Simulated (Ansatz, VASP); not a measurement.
**Cross-check of Bi2Te3 (Tellurobismuthite) between VASP and Ansatz**

One calculation is typed for both programs; each brings its own data sets and cutoff. How far apart do they land?

Program: Ansatz 0.2.0. Level of theory: plane waves, with VASP 6.6.1 beside it; single point at PBEsol. Results are calculated unless marked as measured.

### 1. Set-up

It takes space group R-3m (No. 166, trigonal). Conventional cell: a = 4.386 Å, b = 4.386 Å, c = 30.497 Å, α = 90.00°, β = 90.00°, γ = 120.00°. Nearest to Bi lie 6 Te at 3.07 to 3.25 Å. Nearest to Te lie 3 Bi at 3.07 Å. Nearest to Te lie 6 Bi at 3.25 Å. Farther neighbours and most contacts between anions are not listed.

### 2. VASP: single point, PBEsol

A single point gives forces, pressure and levels at one fixed geometry, so differences don't come from the geometry; what else differs is listed under the comparison.

Lines of VASP's logs that name or quote its potential files are left out, and so is its time.

The input, INCAR:

```
SYSTEM = Bi2Te3
PREC = Accurate
ENCUT = 400
EDIFF = 1E-05
NELM = 100
ISMEAR = 0
SIGMA = 0.05
LREAL = .FALSE.
ALGO = Normal
GGA = PS
NBANDS = 30
LORBIT = 11
LWAVE = .FALSE.
LCHARG = .FALSE.
KPAR = 4
```

The input, POSCAR:

```
Bi2Te3
1.0
    2.1930000000      1.2661291403     10.1656666667
   -2.1930000000      1.2661291403     10.1656666667
    0.0000000000     -2.5322582807     10.1656666667
Bi Te
2 3
Direct
    0.6000000000      0.6000000000      0.6000000000
    0.4000000000      0.4000000000      0.4000000000
    0.7905000000      0.7905000000      0.7905000000
    0.2095000000      0.2095000000      0.2095000000
    0.0000000000      0.0000000000      0.0000000000
```

The input, KPOINTS:

```
Automatic mesh
0
Gamma
6 6 6
0 0 0
```

Potentials, in the order of the species: Bi_d and Te (PBE family, release 64).

On the command line:

```bash
mpirun -np 4 vasp_std
```

Numbers of over 12 decimals in the logs are rounded to 6 here.

What it wrote:

```text
[banner, memory and clock lines left out]
running    4 mpi-ranks, on    1 nodes
 distrk:  each k-point on    1 cores,    4 groups
 distr:  one band on    1 cores,    1 groups

 POSCAR found type information on POSCAR BiTe
 POSCAR found :  2 types and       5 ions
|                                                                             |
|               ----> ADVICE to this user running VASP <----                  |
|                                                                             |
|     You enforced a specific xc type in the INCAR file but a different       |
|     [... a line on the potential file left out ...]
|     I HOPE YOU KNOW WHAT YOU ARE DOING!                                     |
|                                                                             |

 LDA part: xc-table for (Slater+PW92), standard interpolation
 POSCAR, INCAR and KPOINTS ok, starting setup
 FFT: planning ... GRIDC
 FFT: planning ... GRID_SOFT
 FFT: planning ... GRID
 WAVECAR not read
 entering main loop
       N       E                     dE             d eps       ncg     rms          rms(c)
DAV:   1     0.392352772137E+03    0.39235E+03   -0.18989E+04  1936   0.128E+03
DAV:   2     0.204739491395E+02   -0.37188E+03   -0.36007E+03  2070   0.354E+02
DAV:   3    -0.189511568218E+02   -0.39425E+02   -0.37820E+02  2452   0.131E+02
DAV:   4    -0.204994317328E+02   -0.15483E+01   -0.15363E+01  2232   0.283E+01
DAV:   5    -0.205648138407E+02   -0.65382E-01   -0.65334E-01  2696   0.565E+00    0.784E+00
DAV:   6    -0.202923740775E+02    0.27244E+00   -0.42090E-01  2360   0.489E+00    0.584E+00
DAV:   7    -0.202925160911E+02   -0.14201E-03   -0.22078E-01  2330   0.217E+00    0.987E-01
DAV:   8    -0.202912263703E+02    0.12897E-02   -0.29265E-02  2142   0.104E+00    0.539E-01
DAV:   9    -0.202906592180E+02    0.56715E-03   -0.31053E-03  2192   0.391E-01    0.346E-01
DAV:  10    -0.202907720996E+02   -0.11288E-03   -0.94778E-04  2094   0.171E-01    0.735E-02
DAV:  11    -0.202907807712E+02   -0.86716E-05   -0.66531E-05  2058   0.546E-02
   1 F= -.20290781E+02 E0= -.20290780E+02  d E =-.152190E-05
```

From OUTCAR (step 2):

```text
ion  position               nearest neighbor table
   1  0.600  0.600  0.600-   4 3.07   4 3.07   4 3.07   5 3.25   5 3.25   5 3.25
   2  0.400  0.400  0.400-   3 3.07   3 3.07   3 3.07   5 3.25   5 3.25   5 3.25
   3  0.791  0.791  0.791-   2 3.07   2 3.07   2 3.07   4 3.64   4 3.64   4 3.64
   4  0.209  0.209  0.209-   1 3.07   1 3.07   1 3.07   3 3.64   3 3.64   3 3.64
   5  0.000  0.000  0.000-   1 3.25   2 3.25   1 3.25   1 3.25   2 3.25   2 3.25

  LATTYP: Found a trigonal (rhomboedric) cell.
 ALAT       =    10.4763118882
 COS(alpha) =     0.9123624111

 Subroutine GETGRP returns: Found 12 space group operations
 (whereof 12 operations were pure point group operations)

The static configuration has the point symmetry D_3d.

 Found     32 irreducible k-points:

   k-points           NKPTS =     32   k-points in BZ     NKDIM =     32   number of bands    NBANDS=     30

   dimension x,y,z NGX =    70 NGY =   70 NGZ =   70
   dimension x,y,z NGXF=   140 NGYF=  140 NGZF=  140

   ENCUT  =  400.0 eV  29.40 Ry    5.42 a.u.  17.08 17.08 17.08*2*pi/ulx,y,z

   NELECT =      48.0000    total number of electrons

 k-points in reciprocal lattice and weights: Automatic mesh
   0.00000000  0.00000000  0.00000000       0.005
   0.16666667 -0.00000000  0.00000000       0.028
   0.33333333  0.00000000  0.00000000       0.028
   0.50000000 -0.00000000  0.00000000       0.014
   0.16666667  0.16666667  0.00000000       0.028
   0.33333333  0.16666667  0.00000000       0.056
   0.50000000  0.16666667  0.00000000       0.056
  -0.33333333  0.16666667 -0.00000000       0.056
  -0.16666667  0.16666667  0.00000000       0.028
[...]
-0.33333333  0.50000000  0.33333333       0.028
   0.50000000  0.50000000  0.50000000       0.005

 average (electrostatic) potential at core
       1-104.9668       2-104.9668       3 -88.0961       4 -88.0961       5 -87.9127

 E-fermi :   6.1791

 k-point     1 :       0.0000    0.0000    0.0000
  band No.  band energies     occupation
    ...
     20       4.3657      2.00000
     21       4.3657      2.00000
     22       5.2119      2.00000
     23       5.2119      2.00000
     24       6.0657      1.99866
     25       6.2925      0.00134
     26       6.7001      0.00000
     27       6.7001      0.00000
     28       7.9981      0.00000
     29       8.1636      0.00000
    ...

 k-point     2 :       0.1667   -0.0000    0.0000
  band No.  band energies     occupation
    ...
     20       4.2960      2.00000
     21       4.6038      2.00000
     22       4.9946      2.00000
     23       5.0854      2.00000
     24       5.5266      2.00000
     25       7.1978      0.00000
     26       7.3999      0.00000
     27       7.5613      0.00000
     28       8.0595      0.00000
     29       8.0769      0.00000
    ...

 k-point     3 :       0.3333    0.0000    0.0000
  band No.  band energies     occupation
    ...
     20       3.4754      2.00000
     21       3.4920      2.00000
     22       4.6479      2.00000
     23       5.1455      2.00000
     24       5.4516      2.00000
     25       6.8821      0.00000
     26       7.3143      0.00000
     27       7.8629      0.00000
     28       8.7574      0.00000
     29       9.1638      0.00000
    ...

  Total       -0.5206734     -0.5206734     -0.8152523      0.0000000      0.0000000      0.0000000
  in kB       -4.9257487     -4.9257487     -7.7125655      0.0000000      0.0000000      0.0000000
  external PRESSURE =      -5.8546876 kB  Pullay stress =       0.0000000 kB

  energy-cutoff  :      400.00
  volume of cell :      169.36
      direct lattice vectors                 reciprocal lattice vectors
     2.193000000  1.266129140 10.165666667     0.227998176  0.131634808  0.032790111
    -2.193000000  1.266129140 10.165666667    -0.227998176  0.131634808  0.032790111
     0.000000000 -2.532258281 10.165666667     0.000000000 -0.263269617  0.032790111

 POSITION                                       TOTAL-FORCE (eV/Angst)
 -----------------------------------------------------------------------------------
      0.00000     -0.00000     18.29820        -0.000000      0.000000     -0.026542
      0.00000     -0.00000     12.19880        -0.000000     -0.000000      0.026542
      0.00000     -0.00000     24.10788        -0.000000      0.000000     -0.090454
      0.00000     -0.00000      6.38912        -0.000000     -0.000000      0.090454
      0.00000      0.00000      0.00000         0.000000      0.000000     -0.000000
 -----------------------------------------------------------------------------------
    total drift:                                0.000000     -0.000000      0.000000

  FREE ENERGIE OF THE ION-ELECTRON SYSTEM (eV)
  ---------------------------------------------------
  free  energy   TOTEN  =       -20.2907807712 eV

  energy  without entropy=      -20.2907792493  energy(sigma->0) =      -20.29078001

 total charge
# of ion       s       p       d       tot
------------------------------------------
    1        1.590   1.136   9.945  12.671
    2        1.590   1.136   9.945  12.671
    3        1.408   1.898   0.025   3.331
    4        1.408   1.898   0.025   3.331
    5        1.388   1.961   0.023   3.372
--------------------------------------------------
tot          7.385   8.028  19.964  35.376

[... 3 further parts left out ...]
```

The run ends at a pressure of -0.59 GPa, with forces up to 0.090 eV/Å.

### 3. Ansatz: single point, PBEsol

Ansatz runs on its default PAW (the set named soft_2) files.

The same cell, functional, mesh and smearing now go to Ansatz, which takes its cutoff from its data sets.

The input, input.yaml:

```yaml
crystal:
  lattice:
    - [2.193, 1.2661291403, 10.1656666667]
    - [-2.193, 1.2661291403, 10.1656666667]
    - [0.0, -2.5322582807, 10.1656666667]
  atoms:
    - { symbol: Bi, position: [0.6, 0.6, 0.6] }
    - { symbol: Bi, position: [0.4, 0.4, 0.4] }
    - { symbol: Te, position: [0.7905, 0.7905, 0.7905] }
    - { symbol: Te, position: [0.2095, 0.2095, 0.2095] }
    - { symbol: Te, position: [0.0, 0.0, 0.0] }
hamiltonian:
  xc: pbesol
  pseudopotentials: { kind: paw }
kpoints:
  mp_grid: { grid: [6, 6, 6] }
scf:
  occupations: { method: gaussian, width: 0.05 }
  n_extra_bands: 5
output:
  forces: true
  stress: true
  eigenvalues: true
```

On the command line:

```bash
ansatz run input.yaml --threads 2 --pin off --max-ram 4608MiB --backend cpu --events-out ev --progress --plain --runs-dir out
```

What it wrote:

```text
basis.fft_grid_basis auto: the FFT boxes are laid along the combinations [[1, 0, -1], [0, 1, -1], [0, 0, 1]] of the cell's own vectors, 4.386, 4.386 and 10.476 Å long. The dense box has 30×30×72 points. Along the cell's own vectors, as sized, it would have 72×72×72, 5.76 times as many. Of the 12 symmetry operations that the crystal satisfies within crystal.symmetry.tolerance (time reversal apart; of a slab, those tha [...]
scf.n_extra_bands = 5 over 39 filled bands (N_el = 78.0): the run solves 44 bands
Engine: ansatz 0.2.0, x86_64-unknown-linux-gnu
Pseudopotentials: kind: paw
Pseudopotential: Bi, paw, valence charge 15, recommended cutoff 420 eV (normal), Bi.paw.azcp
Pseudopotential: Te, paw, valence charge 16, recommended cutoff 420 eV (normal), Te.paw.azcp
Functional definition: PBEsol
  exchange = pbesol_x
  correlation = pbesol_c
Crystal: 5 atoms, lattice volume = 169.357 Å³
Basis set: ecut = 420 eV, 3345 PW (Γ), FFT grids on a1−a3, a2−a3, a3, exchange–correlation on 60×60×144 points (8 copies of the dense FFT grid, shifted against one another)
Bands: 44, of which v1, the nominal top of the filled ones, is band 39 counted from 1 (38 counted from 0)
Symmetry: 12 space group operations
Space group: R-3m (ITA 166), of the structure as read, at distance tolerance 5.5e-5 Å
k-points: 32 of 216
Non-local potential: Bi, projectors of the file, l = 0: 2, l = 1: 2, l = 2: 2, l = 3: 2
Non-local potential: Te, projectors of the file, l = 0: 2, l = 1: 2, l = 2: 2, l = 3: 2
PAW form: soft (Blöchl's): semilocal exchange-correlation on the pseudo side does not see the compensation charge
PAW frozen core: Bi, regenerated for the run's functional, and the local potential with it (the file was generated under x = pbe(κ = 0.804, μ = 0.219515), c = pbe(β = 0.066725))
PAW frozen core: Te, regenerated for the run's functional, and the local potential with it (the file was generated under x = pbe(κ = 0.804, μ = 0.219515), c = pbe(β = 0.066725))
PAW one-centre angular grid: Bi, 590 points (default); XC on 64 Gauss nodes
PAW one-centre angular grid: Te, 590 points (default); XC on 64 Gauss nodes
Initial density: superposition of atomic densities (neutral atoms: chi_scale 0, normalization atom), corrected by the library's trained network
Initial wavefunctions: pseudopotential atomic-orbital guess
Functional: x = pbesol(κ = 0.804, μ = 0.123457), c = pbesol(β = 0.046)
SCF iter   1: F=—  HF=-45189.659957 eV  |F-HF|=—  |Δ(HF+E_count)|=         —  Δρ=2.03e-3  dr2=1.29e-2  ethr=1.77e-3  ⟨swp⟩=7.6  Hψ=5574  notcnv=0
preconditioner: auto → Resta (q_TF=auto, 2.398 Å⁻¹)  ε∞=5.0  [insulator: Δε(μ)=0.224 eV  Ē_g=7.556 eV  σ=0.050 eV  W_gap=1.00  n_scr=42 (ndim 8)  ℏωp=15.1 eV  f_vac=0.015  D(μ)=0.00/eV (n_scr^D=0)  ε∞_Penn≈5.0]
SCF iter   2: F=—  HF=-45189.653321 eV  |F-HF|=—  |Δ(HF+E_count)|=   6.64e-3  Δρ=1.08e-3  dr2=2.22e-3  ethr=1.65e-5  ⟨swp⟩=2.0  Hψ=2468  notcnv=0  defer=4
SCF iter   3: F=—  HF=-45189.653051 eV  |F-HF|=—  |Δ(HF+E_count)|=   2.70e-4  Δρ=3.50e-4  dr2=6.05e-4  ethr=2.85e-6  ⟨swp⟩=2.0  Hψ=2305  notcnv=0  defer=4
SCF iter   4: F=—  HF=-45189.653041 eV  |F-HF|=—  |Δ(HF+E_count)|=   9.92e-6  Δρ=1.64e-4  dr2=5.60e-5  ethr=7.76e-7  ⟨swp⟩=2.0  Hψ=1527  notcnv=0  defer=4
SCF iter   5: F=—  HF=-45189.653053 eV  |F-HF|=—  |Δ(HF+E_count)|=   1.20e-5  Δρ=5.84e-5  dr2=1.30e-5  ethr=7.18e-8  ⟨swp⟩=2.0  Hψ=2145  notcnv=0  defer=4
SCF iter   6: F=—  HF=-45189.653052 eV  |F-HF|=—  |Δ(HF+E_count)|=   3.59e-7  Δρ=1.76e-5  dr2=8.06e-7  ethr=1.67e-8  ⟨swp⟩=2.2  Hψ=1881  notcnv=0  defer=4
SCF iter   7: F=-45189.653053 eV  HF=-45189.653053 eV  |F-HF|=3.46e-8  |Δ(HF+E_count)|=   4.74e-7  Δρ=6.15e-6  dr2=6.87e-8  ethr=1.28e-10  ⟨swp⟩=9.0  Hψ=8185  notcnv=0
SCF 1 converged in 7 iterations: F = -45189.653053 eV  dr2 = 6.87e-8
  greatest PAW one-centre occupation: 0.998 electrons in one spin orbital (limit 2), on the Te atom at site 3 (counted from 0), in its partial waves of l = 2
SCF converged after 7 iterations
Free energy (F): -45189.653053 eV
Harris-Foulkes:  -45189.653053 eV  (|F-HF|=3.46e-8)
Internal energy: -45189.653052 eV  (E = F + TS)
E sigma→0 (E₀):  -45189.653052 eV
Entropy (-TS):   -0.000001 eV (-0.000 meV/atom)
Fermi energy:    9.273984 eV
--- Per-component energies (eV) ---
  E_band       = -1000.107301
  E_kinetic    = 1145.401840
  E_local      = -6874.487375  (includes V_loc(G=0)·N_el)
  E_nonlocal   = 202.636052
  E_hartree    = 3421.294926
  E_xc         = -671.392771
  E_vxc        = -601.455493  (∫ρ·V_xc dr)
  E_paw        = -34772.384482  (= ΣΔE_a)
  E_vpaw       = -1714.777099  (= ΣTr[D̂ρ^β])
  E_aug_tail   = -0.001520  (compensation charges beyond the density's cutoff)
  E_ewald      = -7642.023672
  E_core_change = 1.303950  (= ΣΔE_core)
  E_smearing   = -0.000001  (= −TS)
  E_closure    = -0.000000  (closes the sum)
  Σ components = -45189.653053   (vs F -45189.653053, Δ=0.00e0)
--- Forces (eV/Å), atoms counted from 1 ---
  atom   1  Bi    -0.00000000     0.00000000    -0.03457623
  atom   2  Bi     0.00000000    -0.00000000     0.03457623
  atom   3  Te     0.00000000     0.00000000    -0.10974222
  atom   4  Te     0.00000000    -0.00000000     0.10974222
  atom   5  Te     0.00000000     0.00000000    -0.00000000
  max |Σ_I F_I| component: 2.31e-18 eV/Å
--- Stress (GPa, compression-positive) ---
       -0.507234       0.000000      -0.000000
        0.000000      -0.507234       0.000000
       -0.000000       0.000000      -0.789337
  P = ⅓ Tr σ = -0.6013 GPa (-6.013 kbar)
--- Band table (eV; the first three rows and the last of 32) ---
  k-point 0: bands = [... 35 lower, 7.4630, 8.3070, 8.3070, 9.1545, 9.3935, 9.7983, 9.7983, 11.1022, ... 1 higher]
  k-point 1: bands = [... 35 lower, 7.7030, 8.0886, 8.1736, 8.6218, 10.2955, 10.5052, 10.6577, 11.1582, ... 1 higher]
  k-point 2: bands = [... 35 lower, 6.5889, 7.7426, 8.2404, 8.5451, 9.9844, 10.4100, 10.9605, 11.8602, ... 1 higher]
  k-point 31: bands = [... 35 lower, 7.7557, 8.0139, 8.0139, 8.6955, 9.9732, 10.2862, 10.2862, 10.7933, ... 1 higher]
```

The job ended after 3.4 s (2 threads of Intel Xeon 6975P-C (Granite Rapids), shared host; peak memory 0.59 GiB).

Reading the cycles: dr2 is the Hartree energy of the density residual (eV), the measure of convergence; HF is the Harris–Foulkes estimate of the energy, which meets the free energy F at convergence.

The run ends at a pressure of -0.60 GPa, with forces up to 0.11 eV/Å.

### 4. Comparison

Known differences besides the potentials themselves: the data sets hold 78 valence electrons in Ansatz (default PAW (the set named soft_2) files) and 48 in VASP; the cutoff is 420 eV in Ansatz and 400 eV in VASP; Ansatz makes its cores anew for this functional, VASP keeps those of its PBE data sets; VASP leaves aspherical gradient terms in its spheres out (LASPH is not set), Ansatz keeps them. Total energies have different zeros and are not compared.

The two programs side by side:

```
              quantity  Ansatz   VASP  difference
        pressure (GPa)   -0.60  -0.59       -0.02
gap on the k mesh (eV)   0.239  0.227      +0.012
```

Forces (eV/Å; atoms numbered as in POSCAR):

```
atom        Ansatz x, y, z          VASP x, y, z
 Bi1  0.000, 0.000, -0.035  0.000, 0.000, -0.027
 Bi2   0.000, 0.000, 0.035   0.000, 0.000, 0.027
 Te3  0.000, 0.000, -0.110  0.000, 0.000, -0.090
 Te4   0.000, 0.000, 0.110   0.000, 0.000, 0.090
 Te5   0.000, 0.000, 0.000   0.000, 0.000, 0.000
```

The forces differ by 7.6 meV/Å r.m.s., which is 22.2 % of the r.m.s. force of 0.03 eV/Å (both taken over all components). A gap on the mesh is an upper bound, since the band edges may lie between its points; neither run holds spin-orbit coupling, which can move the band edges of a compound of Bi. Ansatz's pressure holds a Pulay correction of 0.03 GPa; VASP's holds none.

### 5. What came out

* r.m.s. force difference (single point, PBEsol): 7.6 meV/Å

What this shows: The r.m.s. force difference is 7.6 meV/Å (single point, PBEsol), within the 12 meV/Å picked in this series as the mark of a large difference. How closely two codes agree says nothing of how well the functional describes the real material.

[Lines on the potential files, build, host, timing and source positions are cut from VASP's logs without a mark.]

[Logs are printed without paths, hosts, clocks, repeated set-up lines and the standing remarks that a program may print on its own settings, such as how far it seeks lower states.]

[Hosts, paths, dates, database ids (printed as entryN), source tags and the programs' standing remarks are cut or masked in the printed files.]
